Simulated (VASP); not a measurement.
These are PBEsol GGA, VASP's PBE PAW potentials (set 64) (plane waves; VASP 6.6.1) values and carry that method's errors.

VASP ran on this input.

**POSCAR**
```
KMgF3
1.0
  3.9852643809   0.0000000000   0.0000000000
  0.0000000000   3.9852643809   0.0000000000
  0.0000000000   0.0000000000   3.9852643809
K Mg F
1 1 3
Cart
  0.0000000000   0.0000000000   0.0000000000
  1.9926321904   1.9926321904   1.9926321904
  1.9926321904   0.0000000000   1.9926321904
  0.0000000000   1.9926321904   1.9926321904
  1.9926321904   1.9926321904   0.0000000000
```

File KPOINTS:
```
kpoints
0
gamma
 6 6 6
```

### INCAR
```
SYSTEM = KMgF3
PREC = Accurate
ENCUT = 620
EDIFF = 1E-6
NELM = 100
ALGO = Normal
LREAL = .FALSE.
LASPH = .TRUE.
ISMEAR = 0
SIGMA = 0.05
GGA = PS
LWAVE = .FALSE.
LCHARG = .FALSE.
IBRION = 2
ISIF = 3
NSW = 40
EDIFFG = -0.02
PSTRESS = 50
```

POTCAR, in this order: K_sv Mg F (PBE.64 set). Program: vasp_std.

Q: What will the output report for the number of irreducible k-points (NKPTS), largest plane-wave count, number of space-group operations, FFT grid (NGX, NGY, NGZ)?

A: 
* **number of irreducible k-points (NKPTS)**: 20
* **largest plane-wave count**: 2272
* **number of space-group operations**: 48
* **FFT grid (NGX, NGY, NGZ)**: 32 × 32 × 32

The compound is KMgF3 in the cubic perovskite structure. This run relaxes it under an external pressure of 5 GPa. Symmetry was kept, so distortions that lower it aren't found.
